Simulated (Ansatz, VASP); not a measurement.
# Y in two plane-wave programs, part 2 of 2

Aim: how closely do two programs agree when they are given the same cell, functional and k mesh? The cell is taken from a series of runs on this material, whose earlier steps may have relaxed, scaled, displaced or heated it; both programs get it as it stands.

VASP 6.6.1 and Ansatz 0.2.0.

So far: Starting point; VASP: zone-centre phonons, LDA, pair 1; Ansatz: zone-centre phonons, LDA, pair 1; Comparison.

## Step 5: Ansatz: zone-centre phonons, LDA, pair 2

Level of this step: Ansatz beside VASP: Kohn-Sham DFT, plane waves, LDA (Ansatz).

Second derivatives magnify differences that forces hide, and they need a tight electronic threshold. The cell compared in this pair holds 60.35 Å³, against 60.10 Å³ for the pair before.

The cell is taken from a series of runs on this material, whose earlier steps may have relaxed, scaled, displaced or heated it; both programs get it as it stands.

input.yaml

```yaml
crystal:
  lattice:
    - [3.5227979401, 0.0, 0.0]
    - [-1.76139897, 3.0508325085, 0.0]
    - [0.0, 0.0, 5.6157047913]
  atoms:
    - { symbol: "Y", position: [0.3333333346, 0.6666666654, 0.25] }
    - { symbol: "Y", position: [0.6666666654, 0.3333333346, 0.75] }
kpoints:
  mp_grid: { grid: [15, 15, 8] }
hamiltonian:
  xc: lda
  pseudopotentials: { kind: paw, azcp: { folder: soft_1 }, xc_functional: pbe }
scf:
  occupations: { method: methfessel_paxton, width: 0.2 }
output:
  eigenvalues: true
phonons:
  method: dfpt
```

Started as:

```sh
> ansatz run input.yaml --threads 4 --pin off --max-ram 10240MiB --backend cpu --events-out ev --progress --plain --runs-dir out
```

Numbers of over 12 decimals in the logs are rounded to 6 here.

The program printed:

```text
[...]
Crystal: 2 atoms, lattice volume = 60.355 Å³
Basis set: ecut = 420 eV, 1165 PW (Γ), exchange–correlation on 48×48×80 points (8 copies of the dense FFT grid, shifted against one another)
Bands: 15, of which v1, the nominal top of the filled ones, is band 11 counted from 1 (10 counted from 0)
Symmetry: 24 space group operations
k-points: 320 of 1800 (irreducible under 4 space group operations, time reversal used)
[...]
k-point 1: bands = [... 7 lower, -11.9136, 5.4554, 8.0425, 11.1125, 11.8587, 11.8587, 11.9968, 12.4605]
  k-point 2: bands = [... 7 lower, -11.9273, 5.7731, 7.8352, 10.8922, 11.7199, 11.7777, 11.7777, 12.2514]
  k-point 319: bands = [... 7 lower, -12.0301, 8.7294, 8.7294, 10.2770, 10.2770, 10.9022, 10.9022, 12.7399]
[...]
ASR residual: 2.180e-5 → 0.000e0 eV/Å²; symmetrization residual: 1.442e-10 eV/Å²
  ASR residual per site (eV/Å²): 2.18e-5 2.18e-5
  Γ frequencies (cm⁻¹): 0.00 0.00 0.00 83.29 83.29 137.73
[...]
[key lines of the parts left out:]
SCF converged after 8 iterations
Free energy (F): -7491.146418 eV
Fermi energy:    10.127427 eV
```

## Step 6: VASP: zone-centre phonons, LDA, pair 2

The same cell, functional (in two slightly different forms), mesh and smearing now go to VASP, with its own data sets.

INCAR

```
SYSTEM = Y
PREC = Accurate
ENCUT = 500
EDIFF = 1E-08
NELM = 120
ISMEAR = 1
SIGMA = 0.2
LREAL = .FALSE.
ALGO = Normal
GGA = CA
NBANDS = 17
LASPH = .TRUE.
LORBIT = 11
LWAVE = .FALSE.
LCHARG = .FALSE.
ISIF = 2
IBRION = 8
GGA_COMPAT = .FALSE.
KPAR = 2
```

POSCAR

```
Y
1.0
    3.5227979401      0.0000000000      0.0000000000
   -1.7613989700      3.0508325085      0.0000000000
    0.0000000000      0.0000000000      5.6157047913
Y
2
Direct
    0.3333333346      0.6666666654      0.2500000000
    0.6666666654      0.3333333346      0.7500000000
```

KPOINTS

```
Automatic mesh
0
Gamma
15 15 8
0 0 0
```

Potentials, in the order of the species: Y_sv (LDA family, release 64).

Started as:

```sh
> mpirun -np 2 vasp_std
```

The program printed:

```text
[... set-up lines as in an earlier step ...]
 entering main loop
       N       E                     dE             d eps       ncg     rms          rms(c)
DAV:   1     0.862442601388E+02    0.86244E+02   -0.11311E+04  4590   0.121E+03
DAV:   2    -0.711180555413E+01   -0.93356E+02   -0.92021E+02  5755   0.264E+02
DAV:   3    -0.140798743576E+02   -0.69681E+01   -0.69212E+01  8108   0.442E+01
DAV:   4    -0.142615356458E+02   -0.18166E+00   -0.18150E+00  5641   0.725E+00
[...]
DAV:  12    -0.138880275632E+02    0.10080E-05   -0.57461E-06  5461   0.190E-02    0.116E-02
DAV:  13    -0.138880274290E+02    0.13422E-06   -0.38661E-07  5867   0.515E-03    0.461E-04
DAV:  14    -0.138880274331E+02   -0.41709E-08   -0.14174E-08  4669   0.600E-04
   1 F= -.13888027E+02 E0= -.13886853E+02  d E =-.352462E-02
 Linear response reoptimize wavefunctions to high precision
DAV:   1    -0.138880274340E+02   -0.83219E-09   -0.15220E-09  4135   0.292E-04
DAV:   2    -0.138880274340E+02   -0.34106E-10   -0.26393E-10  3293   0.102E-04
 Linear response DOF=           2
 Linear response progress:
[...]
RMM:  13    -0.248583087239E+00    0.11300E-05   -0.14450E-05 49269   0.211E-03    0.960E-04
RMM:  14    -0.248582785371E+00    0.30187E-06   -0.92498E-06 49134   0.179E-03    0.922E-04
RMM:  15    -0.248583021594E+00   -0.23622E-06   -0.62577E-06 48767   0.157E-03    0.102E-03
 first order change of Fermi-energy   0.14994E-04
 force on displaced ion       1 direction 1 :  -1.137   0.000   0.000
 Linear response progress:
  Degree of freedom:   2/  2
       N       E                     dE             d eps       ncg     rms          rms(c)
RMM:   1    -0.308176118481E+00   -0.30818E+00    0.41926E+00  7648   0.107E+01
RMM:   2    -0.299391819521E+00    0.87843E-02   -0.19827E-01 11395   0.194E+00    0.377E-01
RMM:   3    -0.301835826233E+00   -0.24440E-02   -0.13544E-02 12474   0.576E-01    0.159E-01
RMM:   4    -0.302578347904E+00   -0.74252E-03   -0.22657E-03 14790   0.223E-01    0.191E-02
[...]
RMM:  20    -0.302243173538E+00   -0.15504E-06    0.23928E-06 16302   0.789E-04    0.549E-04
RMM:  21    -0.302243127884E+00    0.45653E-07    0.18350E-06 16095   0.746E-04    0.560E-04
RMM:  22    -0.302243216254E+00   -0.88369E-07    0.17219E-06 16125   0.712E-04    0.587E-04
 first order change of Fermi-energy   0.15982E-04
 force on displaced ion       1 direction 3 :   0.000  -0.000  -3.056
 Linear response finished
```

From OUTCAR (step 6):

```text
  Total       -0.0595541     -0.0595541     -0.5624976     -0.0000000      0.0000000      0.0000000
  in kB       -1.5809271     -1.5809271    -14.9321003     -0.0000000      0.0000000      0.0000000
  external PRESSURE =      -6.0313182 kB  Pullay stress =       0.0000000 kB

 POSITION                                       TOTAL-FORCE (eV/Angst)
 -----------------------------------------------------------------------------------
      0.00000      2.03389      1.40393         0.000000     -0.000000      0.000000
      1.76140      1.01694      4.21178        -0.000000      0.000000      0.000000
 -----------------------------------------------------------------------------------
    total drift:                               -0.000002      0.000001     -0.000000

[... 1 part as in an earlier step ...]

[... 1 further part left out ...]
```

## Step 7: Comparison

The two programs side by side:

| quantity | Ansatz | VASP | difference |
| --- | --- | --- | --- |
| optical mode 1 to 2 (cm⁻¹) | 83.3 | 83.4 | -0.15 % |
| optical mode 3 (cm⁻¹) | 137.7 | 136.7 | +0.73 % |

Modes are paired by rising frequency, not by their patterns, so a pair may set unlike modes beside each other; they are those without the splitting of longitudinal modes.

## Step 8: Outcome

```yaml
r_m_s_difference_of_the_optical_zone_centre_modes_each_program_s_sorted_by_frequency_zone_centre_phonons_lda_pair_1: 0.59 cm⁻¹
difference_in_optical_mode_3_zone_centre_phonons_lda_pair_1: +0.7 %
r_m_s_difference_of_the_optical_zone_centre_modes_each_program_s_sorted_by_frequency_zone_centre_phonons_lda_pair_2: 0.59 cm⁻¹
difference_in_optical_mode_3_zone_centre_phonons_lda_pair_2: +0.7 %
```

What this shows: The r.m.s. difference of the optical zone-centre modes, each program's sorted by frequency is 0.59 cm⁻¹ (zone-centre phonons, LDA, pair 1). Among the rows given in per cent, the largest difference of the zone-centre phonons, LDA, pair 1 pair is in optical mode 3, +0.7 %. Among the rows given in per cent, the largest difference of the zone-centre phonons, LDA, pair 2 pair is in optical mode 3, +0.7 %. Such differences can come from data sets, numerical settings and the points named under the comparisons, not from the functional's error against experiment.

[Lines on the potential files, build, host, timing and source positions are cut from VASP's logs without a mark.]

[Logs are printed without paths, hosts, clocks, repeated set-up lines and the standing remarks that a program may print on its own settings, such as how far it seeks lower states.]

[Hosts, paths, dates, database ids (printed as entryN), source tags and the programs' standing remarks are cut or masked in the printed files.]
